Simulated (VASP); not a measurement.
An input for Ansatz (written as the equivalent of a VASP run, and not itself run):

Ansatz 0.2 input:
```yaml
crystal:
  lattice:
    - [0.0000000, 3.3031136, 3.3031136]
    - [3.3031136, 0.0000000, 3.3031136]
    - [3.3031136, 3.3031136, 0.0000000]
  atoms:
    - { symbol: K, position: [1.0000000, 1.0000000, 0.0000000] }
    - { symbol: Br, position: [0.4697255, 0.5302745, 0.4697255] }
kpoints:
  mp_grid: { grid: [6, 6, 6] }
hamiltonian:
  xc: r2scan
  pseudopotentials: { kind: paw }
scf:
  occupations: { method: gaussian, width: 0.05 }
  max_iter: 100
output: { forces: true, stress: true, eigenvalues: true }
```

Task: Translate this input to VASP (INCAR, KPOINTS, POSCAR, choice of POTCAR).

Result: This is not unique; one that fits is 
**POSCAR**
```
KBr
4.6713080
  0.0000000000   0.7071067876   0.7071067876
  0.7071067876   0.0000000000   0.7071067876
  0.7071067876   0.7071067876   0.0000000000
K Br
1 1
Cartesian
  0.7071067876   0.7071067876   1.4142135752
  0.7071067876   0.6642922269   0.7071067876
```

**INCAR**
```
SYSTEM=KBr
PREC=Accurate; ENCUT=480; LREAL=.FALSE.
LASPH=.TRUE.
EDIFF=1E-7; NELM=100; ALGO=Normal
LMAXMIX=4; LMIXTAU=.TRUE.
ISMEAR=0; SIGMA=0.05
METAGGA=R2SCAN
ISIF=2
LWAVE=.FALSE.; LCHARG=.FALSE.
```

### KPOINTS
```
Automatic mesh
0
Gamma
6 6 6
0 0 0
```

POTCAR, in this order: K_sv Br (PBE.64 set). Program: vasp_std.

The two are equivalent in intent, not identical: each code has its own PAW files, so the cut-off isn't converted (ENCUT is set for VASP's; basis.ecutwfc is left out, and Ansatz then takes the one that its files recommend); Ansatz stops its SCF on the density residual and VASP on the energy change (EDIFF).

The compound is KBr in the rock salt structure. This cell was strained or had an atom moved on purpose.
